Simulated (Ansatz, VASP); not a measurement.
# Ba2Mg4Zn3Si19O47: VASP beside Ansatz

Aim: how closely do two programs agree when they are given the same cell, functional and k mesh? Of the first pair: The structure shown is frame 115 of Ansatz's trajectory.

Calculated with Ansatz 0.2.0; plane waves, with VASP 6.6.1 beside it; single point at PBE.

## 1. The structure

The cell holds 75 atoms: 19 Si, 4 Mg, 3 Zn, 2 Ba and 47 O. Cell: a = 9.925 Å, b = 9.925 Å, c = 9.925 Å, α = 90.0°, β = 90.0°, γ = 90.0°. As first built, before any earlier steps moved the atoms (in the runner's words): 75 atoms (19 Si, 4 Mg, 3 Zn, 2 Ba, 47 O) placed at random at 3.15 g/cm^3, melted at 4000 K for 10 ps at fixed volume with the Morse and Coulomb pair potential with partial charges (Pedone, Malavasi, Menziani, Cormack and Segre, J. Phys. Chem. B 110, 11780 (2006)). Quenched from 4000 K to 300 K at 25 K/ps and fixed volume, held 5 ps, then minimised at fixed cell.

## 2. Ansatz: dynamics, PBE

Ansatz runs on its default PAW (the set named soft_2) files.

One frame of this run of dynamics is then solved in both programs, so the motion causes no difference.

input.yaml

```yaml
crystal:
  lattice:
    - [9.9253, 0.0, 0.0]
    - [0.0, 9.9253, 0.0]
    - [0.0, 0.0, 9.9253]
  atoms:
    - { symbol: Si, position: [0.82807, 0.63763, 0.24204] }
    - { symbol: Si, position: [0.02529, 0.97637, 0.36351] }
    - { symbol: Si, position: [0.30379, 0.94648, 0.02258] }
    - { symbol: Si, position: [0.33464, 0.60195, 0.66813] }
    - { symbol: Si, position: [0.56746, 0.43565, 0.53569] }
    - { symbol: Si, position: [0.03319, 0.77342, 0.02608] }
    - { symbol: Si, position: [0.61995, 0.17525, 0.70877] }
    - { symbol: Si, position: [0.45119, 0.93424, 0.44166] }
    - { symbol: Si, position: [0.84388, 0.82534, 0.79335] }
    - { symbol: Si, position: [0.29164, 0.03336, 0.70764] }
    - { symbol: Si, position: [0.70375, 0.34819, 0.2638] }
    - { symbol: Si, position: [0.2196, 0.7247, 0.40939] }
    - { symbol: Si, position: [0.8395, 0.6113, 0.56586] }
    - { symbol: Si, position: [0.29066, 0.31911, 0.82694] }
    - { symbol: Si, position: [0.98039, 0.05836, 0.65114] }
    - { symbol: Si, position: [0.27979, 0.13726, 0.26869] }
    - { symbol: Si, position: [0.19817, 0.5457, 0.14301] }
    - { symbol: Si, position: [0.02629, 0.32266, 0.01908] }
    - { symbol: Si, position: [0.874, 0.04045, 0.09957] }
    - { symbol: Mg, position: [0.41992, 0.34332, 0.12384] }
    - { symbol: Mg, position: [0.87012, 0.35676, 0.7476] }
    - { symbol: Mg, position: [0.05836, 0.55756, 0.81961] }
    - { symbol: Mg, position: [0.60995, 0.18095, 0.9786] }
    - { symbol: Zn, position: [0.60795, 0.88577, 0.1725] }
    - { symbol: Zn, position: [0.75423, 0.05542, 0.41736] }
    - { symbol: Zn, position: [0.51742, 0.86987, 0.84507] }
    - { symbol: Ba, position: [0.58496, 0.57306, 0.97064] }
    - { symbol: Ba, position: [0.06071, 0.35931, 0.42844] }
    - { symbol: O, position: [0.13872, 0.6227, 0.01033] }
    - { symbol: O, position: [0.69654, 0.1007, 0.59641] }
    - { symbol: O, position: [0.7158, 0.04109, 0.08642] }
    - { symbol: O, position: [0.89804, 0.97174, 0.75551] }
    - { symbol: O, position: [0.71176, 0.25917, 0.81536] }
    - { symbol: O, position: [0.13981, 0.0063, 0.65632] }
    - { symbol: O, position: [0.39657, 0.96939, 0.59664] }
    - { symbol: O, position: [0.42052, 0.31872, 0.91835] }
    - { symbol: O, position: [0.29725, 0.08491, 0.11362] }
    - { symbol: O, position: [0.70542, 0.51574, 0.58696] }
    - { symbol: O, position: [0.9669, 0.73604, 0.86678] }
    - { symbol: O, position: [0.26584, 0.47248, 0.75603] }
    - { symbol: O, position: [0.86232, 0.63474, 0.40596] }
    - { symbol: O, position: [0.60214, 0.40501, 0.382] }
    - { symbol: O, position: [0.30803, 0.28882, 0.28044] }
    - { symbol: O, position: [0.83046, 0.7468, 0.64625] }
    - { symbol: O, position: [0.29382, 0.97412, 0.86132] }
    - { symbol: O, position: [0.13199, 0.09495, 0.32412] }
    - { symbol: O, position: [0.40684, 0.70366, 0.76457] }
    - { symbol: O, position: [0.17601, 0.8593, 0.06875] }
    - { symbol: O, position: [0.54538, 0.07158, 0.80848] }
    - { symbol: O, position: [0.44794, 0.88094, 0.04696] }
    - { symbol: O, position: [0.79927, 0.47548, 0.21885] }
    - { symbol: O, position: [0.19075, 0.61266, 0.2948] }
    - { symbol: O, position: [0.59886, 0.93047, 0.38278] }
    - { symbol: O, position: [0.79103, 0.23594, 0.33174] }
    - { symbol: O, position: [0.94603, 0.0163, 0.4965] }
    - { symbol: O, position: [0.61348, 0.30762, 0.13903] }
    - { symbol: O, position: [0.36444, 0.79919, 0.40011] }
    - { symbol: O, position: [0.94112, 0.41914, 0.92376] }
    - { symbol: O, position: [0.34932, 0.52234, 0.11106] }
    - { symbol: O, position: [0.95337, 0.51951, 0.63796] }
    - { symbol: O, position: [0.9499, 0.18567, 0.06498] }
    - { symbol: O, position: [0.70356, 0.80365, 0.8618] }
    - { symbol: O, position: [0.09479, 0.41019, 0.14185] }
    - { symbol: O, position: [0.22184, 0.66198, 0.56307] }
    - { symbol: O, position: [0.15994, 0.29471, 0.92332] }
    - { symbol: O, position: [0.10894, 0.84217, 0.3863] }
    - { symbol: O, position: [0.91024, 0.98568, 0.25285] }
    - { symbol: O, position: [0.44317, 0.53019, 0.57047] }
    - { symbol: O, position: [0.94776, 0.69824, 0.15105] }
    - { symbol: O, position: [0.29598, 0.19763, 0.72025] }
    - { symbol: O, position: [0.94147, 0.92155, 0.01773] }
    - { symbol: O, position: [0.97875, 0.21509, 0.66418] }
    - { symbol: O, position: [0.54899, 0.30163, 0.62434] }
    - { symbol: O, position: [0.38181, 0.05316, 0.35577] }
    - { symbol: O, position: [0.69723, 0.71311, 0.19821] }
kpoints:
  mp_grid: { grid: [1, 1, 1] }
hamiltonian:
  xc: pbe
scf:
  occupations: { method: fixed }
output:
  forces: true
  stress: true
md:
  timestep: 1.0
  n_steps: 346
  ensemble: nve
  temperature: 400
  initial_velocities: maxwell_boltzmann
  seed: 329
```

On the command line:

```console
$ ansatz run input.yaml --threads 4 --pin off --max-ram 8192MiB --backend cpu --events-out ev --progress --plain --runs-dir out
```

Numbers of over 12 decimals in the logs are rounded to 6 here.

Output:

```text
Warning: md: disabling space-group detection — thermal motion breaks the input geometry's symmetry, so no spatial operation reduces the k-mesh or symmetrises the density; time reversal is kept, so that k and −k are solved as one point where they differ and the mesh holds both, and exact exchange and, on two spinor components, a DFT+U term hold to it where the run has them: on two components no moment then forms, and  [...]
Warning: output.stress: scf.convergence.dr2_threshold = 7.5e-8 eV (the default of an md: trajectory) is looser than the 7.5e-9 eV advised for a printed stress (1e-10 eV for each atom of the cell: 75). What an SCF threshold leaves in a stress goes as its square root, and in the free energy as the threshold itself, and one threshold admits the most on a small cell: [figures from the program's tests cut] Set scf.converg [...]
Engine: ansatz 0.2.0, aarch64-unknown-linux-gnu
Pseudopotentials: kind: paw
Pseudopotential: Si, paw, valence charge 4, recommended cutoff 420 eV (normal), Si.paw.azcp
Pseudopotential: Mg, paw, valence charge 10, recommended cutoff 420 eV (normal), Mg.paw.azcp
Pseudopotential: Zn, paw, valence charge 12, recommended cutoff 420 eV (normal), Zn.paw.azcp
Pseudopotential: Ba, paw, valence charge 10, recommended cutoff 420 eV (normal), Ba.paw.azcp
Pseudopotential: O, paw, valence charge 6, recommended cutoff 420 eV (normal), O.paw.azcp
Functional definition: PBE
  parameter kappa = 0.804
  parameter beta = 0.066725
  exchange = pbe_x(kappa = kappa, mu = beta*pi^2/3)
  correlation = pbe_c(beta = beta)
Crystal: 75 atoms, lattice volume = 977.757 Å³
Basis set: ecut = 420 eV, 19213 PW (Γ), exchange–correlation on 144×144×144 points (8 copies of the dense FFT grid, shifted against one another)
Bands: 302, of which v1, the nominal top of the filled ones, is band 227 counted from 1 (226 counted from 0)
Symmetry: 1 space group operations
k-points: 1
Non-local potential: Si, projectors of the file, l = 0: 2, l = 1: 2, l = 2: 2
Non-local potential: Mg, projectors of the file, l = 0: 3, l = 1: 2, l = 2: 1
Non-local potential: Zn, projectors of the file, l = 0: 2, l = 1: 2, l = 2: 3, l = 3: 1
Non-local potential: Ba, projectors of the file, l = 0: 3, l = 1: 2, l = 2: 2, l = 3: 2
Non-local potential: O, projectors of the file, l = 0: 2, l = 1: 2, l = 2: 1
PAW form: soft (Blöchl's): semilocal exchange-correlation on the pseudo side does not see the compensation charge
PAW one-centre angular grid: Si, 110 points (default); XC on 64 Gauss nodes
PAW one-centre angular grid: Mg, 110 points (default); XC on 64 Gauss nodes
PAW one-centre angular grid: Zn, 590 points (default); XC on 64 Gauss nodes
PAW one-centre angular grid: Ba, 194 points (default); XC on 64 Gauss nodes
PAW one-centre angular grid: O, 110 points (default); XC on 64 Gauss nodes
Initial density: superposition of atomic densities (neutral atoms: chi_scale 0, normalization atom), corrected by the library's trained network
Initial wavefunctions: pseudopotential atomic-orbital guess
Functional: x = pbe(κ = 0.804, μ = 0.219515), c = pbe(β = 0.066725)
SCF iter   1: F=—  HF=-68377.113870 eV  |F-HF|=—  |Δ(HF+E_count)|=         —  Δρ=2.11e-3  dr2=5.43e-2  ethr=1.77e-3  ⟨swp⟩=5.0  Hψ=1033  notcnv=0  defer=72
preconditioner: auto → Resta (q_TF=auto, 2.401 Å⁻¹)  ε∞=3.5  [insulator: Δε(μ)=3.143 eV  Ē_g=15.481 eV  n_scr=250 (ndim 8)  ℏωp=24.3 eV  f_vac=0.112  ε∞_Penn≈3.5]
SCF iter   2: F=—  HF=-68377.114443 eV  |F-HF|=—  |Δ(HF+E_count)|=   5.73e-4  Δρ=1.14e-3  dr2=1.32e-2  ethr=1.20e-5  ⟨swp⟩=3.0  Hψ=536  notcnv=0  defer=73
SCF iter   3: F=—  HF=-68377.116262 eV  |F-HF|=—  |Δ(HF+E_count)|=   1.82e-3  Δρ=4.83e-4  dr2=3.45e-3  ethr=2.91e-6  ⟨swp⟩=2.0  Hψ=404  notcnv=0  defer=66
automatic band count: iteration 3 solves 295 bands in place of 302: the levels show a gap, and the empty bands left out lie too high to hold charge; the band table lists the bands solved (type scf.n_extra_bands for more)
[...]
automatic band count: iteration 1 solves 295 bands in place of 302: the levels show a gap, and the empty bands left out lie too high to hold charge; the band table lists the bands solved (type scf.n_extra_bands for more)
md step   341: t =   341.00 fs  T =   407.6 K  F+E_penalty+E_count = -68377.19196664 eV  E_kin = 3.898385 eV  conserved = -68373.29358157 eV  P_inst = 1.2305 GPa  (4 SCF iters)
[...]
md step   342: t =   342.00 fs  T =   410.3 K  F+E_penalty+E_count = -68377.21904024 eV  E_kin = 3.924996 eV  conserved = -68373.29404406 eV  P_inst = 1.1424 GPa  (4 SCF iters)
[...]
md step   343: t =   343.00 fs  T =   410.8 K  F+E_penalty+E_count = -68377.22408914 eV  E_kin = 3.929755 eV  conserved = -68373.29433435 eV  P_inst = 1.0552 GPa  (4 SCF iters)
[...]
md step   344: t =   344.00 fs  T =   408.6 K  F+E_penalty+E_count = -68377.20281984 eV  E_kin = 3.908432 eV  conserved = -68373.29438771 eV  P_inst = 0.9720 GPa  (4 SCF iters)
[...]
md step   345: t =   345.00 fs  T =   403.6 K  F+E_penalty+E_count = -68377.15473548 eV  E_kin = 3.860571 eV  conserved = -68373.29416458 eV  P_inst = 0.8941 GPa  (4 SCF iters)
[...]
md step   346: t =   346.00 fs  T =   396.2 K  F+E_penalty+E_count = -68377.08377141 eV  E_kin = 3.790117 eV  conserved = -68373.29365435 eV  P_inst = 0.8210 GPa  (8 SCF iters)
SCF converged after 8 iterations
Free energy (F): -68377.083771 eV
Harris-Foulkes:  -68377.083771 eV  (|F-HF|=2.41e-8)
Internal energy: -68377.083771 eV  (E = F + TS)
E sigma→0 (E₀):  -68377.083771 eV
Fermi energy:    4.543375 eV
--- Per-component energies (eV) ---
  E_band       = -2594.940368
  E_kinetic    = 10245.465637
  E_local      = -37001.536147  (includes V_loc(G=0)·N_el)
  E_nonlocal   = 5062.875036
  E_hartree    = 14098.748501
  E_xc         = -5412.214918
  E_vxc        = -5934.212180  (∫ρ·V_xc dr)
  E_paw        = -34327.335864  (= ΣΔE_a)
  E_vpaw       = -3165.154279  (= ΣTr[D̂ρ^β])
  E_aug_tail   = 0.117893  (compensation charges beyond the density's cutoff)
  E_ewald      = -21043.203909
  E_smearing   = -0.000000  (= −TS)
  E_closure    = 0.000000  (closes the sum)
  Σ components = -68377.083771   (vs F -68377.083771, Δ=0.00e0)
--- Forces (eV/Å), atoms counted from 1 ---
  atom   1  Si     1.57540987     1.36224284     0.94875815
  atom   2  Si     0.51114180    -0.17068868     0.09568170
  atom   3  Si     0.21237257    -0.40576391     0.28458471
  atom   4  Si     2.77858148     0.44052042     0.00649937
  atom   5  Si    -0.30809673    -0.54665435     0.08920240
  atom   6  Si     0.30141100    -0.84277038     0.90677331
  atom   7  Si     0.08984978    -0.43540586    -1.59090603
  atom   8  Si     0.85774477     1.69396606     0.88668533
  atom   9  Si    -0.49828663    -1.50374186     0.22666110
  atom  10  Si     1.18189671    -0.46597896    -0.15772250
  atom  11  Si     0.14189883     0.42550210    -1.52480557
  atom  12  Si     1.20098062     0.11863119    -0.81888207
  atom  13  Si    -1.40328484     2.67982779    -0.68046977
  atom  14  Si    -1.78776291     1.02119713    -0.26512754
  atom  15  Si    -0.11742402     1.45705708    -0.99149092
  atom  16  Si    -0.96258979    -0.16931089    -1.03149353
  atom  17  Si     1.86199567     0.94566112    -0.13973497
  atom  18  Si     1.41456516    -1.30504023    -0.55049897
  atom  19  Si    -1.50865349    -0.19167884    -1.02109283
  atom  20  Mg     1.39438692    -0.17271050    -1.13993294
  atom  21  Mg    -0.28091578    -1.37914709    -0.71655397
  atom  22  Mg     0.46431876    -0.44869639    -0.33376150
  atom  23  Mg     0.16757570     0.28415053     0.05107720
  atom  24  Zn    -0.91578713     1.67153194    -0.21433766
[...]
atom  68  O      0.26314893    -0.30684668     0.90861265
  atom  69  O     -1.59041981    -0.56033072     0.46810518
  atom  70  O      0.94742413    -0.09843690     0.64823330
  atom  71  O     -0.04635210     0.91208150     0.10170171
  atom  72  O      0.07150190    -0.27462679     0.18323640
  atom  73  O     -0.87556684     1.16501110    -1.04790953
  atom  74  O      0.98568104    -1.00852206     1.31376238
  atom  75  O      1.36155992    -2.63422089     0.39652033
  max |Σ_I F_I| component: 4.94e-5 eV/Å
--- Stress (GPa, compression-positive) ---
        0.562809      -1.731154       1.251560
       -1.731152       2.198899       1.077612
        1.251562       1.077612      -1.557751
  P = ⅓ Tr σ = 0.4013 GPa (4.013 kbar)
--- MD trajectory: 346 steps, t = 0.0 → 346.0 fs ---
  final state: T = 396.2 K   F+E_penalty+E_count = -68377.08377141 eV   E_kin = 3.790117 eV
  conserved energy: peak-to-peak 5.797e-3 eV (7.730e-5 eV/atom) over 346.0 fs
```

Reading the cycles: dr2 is the Hartree energy of the density residual (eV), the measure of convergence; HF is the Harris–Foulkes estimate of the energy, which meets the free energy F at convergence.

(Continued in part 2 of 4.)

[Lines on the potential files, build, host, timing and source positions are cut from VASP's logs without a mark.]

[Logs are printed without paths, hosts, clocks, repeated set-up lines and the standing remarks that a program may print on its own settings, such as how far it seeks lower states.]

[Hosts, paths, dates, database ids (printed as entryN), source tags and the programs' standing remarks are cut or masked in the printed files.]
